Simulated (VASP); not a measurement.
An input for Ansatz (written as the equivalent of a VASP run, and not itself run):

Ansatz 0.2 input:
```yaml
crystal:
  lattice:
    - [3.8502579, 0.0000000, -0.0020904]
    - [0.0000000, 3.8640844, 0.0000000]
    - [-1.8266778, 0.0000000, 6.5088324]
  atoms:
    - { symbol: Ta, position: [0.6476580, 0.0000000, 0.7925109] }
    - { symbol: Ta, position: [0.3523420, 0.0000000, 0.2074891] }
    - { symbol: O, position: [0.6641501, 0.5000000, 0.7992605] }
    - { symbol: O, position: [0.3358499, 0.5000000, 0.2007395] }
    - { symbol: O, position: [0.1893615, 0.0000000, 0.8707876] }
    - { symbol: O, position: [0.8106385, 0.0000000, 0.1292124] }
    - { symbol: O, position: [0.5000000, 0.0000000, 0.5000000] }
kpoints:
  mp_grid: { grid: [6, 5, 3] }
hamiltonian:
  xc: r2scan
  pseudopotentials: { kind: paw }
scf:
  occupations: { method: gaussian, width: 0.05 }
  max_iter: 100
relax:
  max_steps: 60
  f_tol: 0.02
  cell: {}
output: { forces: true, stress: true, eigenvalues: true }
```

### Question
Write the VASP files for the same calculation (r2SCAN).

### Answer
Several could match; the one computed here: 
### KPOINTS
```
Regular mesh
0
G
 6 5 3
```

**POSCAR**
```
Ta2O5
1.0
  3.8502579329   0.0000000000  -0.0020904225
  0.0000000000   3.8640844363   0.0000000000
 -1.8266778407   0.0000000000   6.5088324329
Ta O
2 5
Cartesian
  1.0459882585   0.0000000000   5.1569669970
  0.9775918337   0.0000000000   1.3497750134
  1.0971578889   1.9320422182   5.2008639869
  0.9264222033   1.9320422182   1.3058780235
 -0.8615577059   0.0000000000   5.6674149988
  2.8851377981   0.0000000000   0.8393270116
  1.0117900461   0.0000000000   3.2533710052
```

### INCAR
```
SYSTEM = Ta2O5
PREC = Accurate; ENCUT = 520; LREAL = .FALSE.
LASPH = .TRUE.
EDIFF = 1E-6; NELM = 100; ALGO = Normal
LMAXMIX = 6; LMIXTAU = .TRUE.
ISMEAR = 0; SIGMA = 0.05
METAGGA = R2SCAN
IBRION = 2; NSW = 60; ISIF = 3
EDIFFG = -0.02
LWAVE = .FALSE.; LCHARG = .FALSE.
```

POTCAR, in this order: Ta_pv O (PBE.64 set). Program: vasp_std.

Limits of the translation: each code has its own PAW files, so the cut-off isn't converted (ENCUT is set for VASP's; basis.ecutwfc is left out, and Ansatz then takes the one that its files recommend); Ansatz stops its SCF on the density residual and VASP on the energy change (EDIFF).

The structure comes from a computed database's Ta2O5 entry (P2/m); how it stands against other phases isn't given here. This run relaxes it. Symmetry was kept, so distortions that lower it aren't found. The start is the result of an earlier pass.
